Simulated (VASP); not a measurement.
Input:

```
C
1.0
    0.00000     1.75975     1.75975
    1.75975     0.00000     1.75975
    1.75975     1.75975     0.00000
C
2
Cartesian
  0.00000   0.00000   0.00000
  0.87988   0.87988   0.87988
```

Computed with SCAN meta-GGA, VASP's PBE PAW potentials (set 64) (plane waves; VASP 6.6.1). Settings: 520 eV cut-off, 13×13×13 Γ-centred mesh, Gaussian smearing of 0.050 eV, potentials C.

Q: Give the stress tensor in GPa (positive for a compressed cell).

A: 
```
14.98   0.00   0.00
 0.00  14.98   0.00
 0.00   0.00  14.98
```
The pressure is its mean diagonal, 14.98 GPa.

The compound is C in the diamond structure. This cell is one point of a volume scan, at 0.97 of the reference volume.
